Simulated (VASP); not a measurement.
Wanted: the native input for a VASP 6.6.1 run.

| Quantity | Value |
| --- | --- |
| Task | relaxation of cell and atoms |
| Functional | PBE |
| Potentials or basis | VASP PAW PBE potentials, release 64 (Ti, N) |
| Cutoff | 520 eV |
| k mesh | 12 × 12 × 12 |
| Occupations | gaussian, width 0.02 eV |
| Spin | no spin polarisation |
| Further INCAR settings | ALGO = Normal; EDIFF = 1e-07; IBRION = 2; EDIFFG = -0.002; NSW = 80; ISIF = 3 |

The structure of TiN lies in POSCAR:

```
TiN
1.0
    0.0000000000      2.1190000000      2.1190000000
    2.1190000000      0.0000000000      2.1190000000
    2.1190000000      2.1190000000      0.0000000000
Ti N
1 1
Direct
    0.0000000000      0.0000000000      0.0000000000
    0.5000000000      0.5000000000      0.5000000000
```

These files were run (other wordings do the same):

INCAR

```
SYSTEM = TiN
  PREC = Accurate
  ENCUT = 520
  EDIFF = 1E-7
  ISMEAR = 0
  SIGMA = 0.02
  LREAL = .FALSE.
  LASPH = .TRUE.
  NELM = 80
  ALGO = Normal
  ISIF = 3
  LWAVE = .FALSE.
  LCHARG = .FALSE.
  GGA = PE
  IBRION = 2
  NSW = 80
  EDIFFG = -0.002
```

KPOINTS

```
regular mesh
0
G
  12 12 12
  0 0 0
```

Potentials or basis: VASP PAW PBE potentials, release 64 (Ti, N).

The run is started by

```sh
$ cat potpaw_PBE.64/Ti/POTCAR potpaw_PBE.64/N/POTCAR > POTCAR
$ mpirun -np 1 vasp_std > vasp.out
```

Results of the run:

The relaxed volume is 9.63 Å³/atom, the relaxed cell is a = 3.009 Å, b = 3.009 Å, c = 3.009 Å, α = 60.00°, β = 60.00°, γ = 60.00° and the space group after relaxing (to 0.05 Å) is Fm-3m (No. 225). The energy gained by relaxing is 1.3 meV/atom and the ionic steps are 3. The pressure after relaxing is 0.0 GPa and the band gap on the k mesh is none (metal or under the smearing width).

It took 21 s on 1 thread of Intel(R) Xeon(R) Platinum 8488C (Sapphire Rapids) (shared host), peak memory 0.15 GiB.
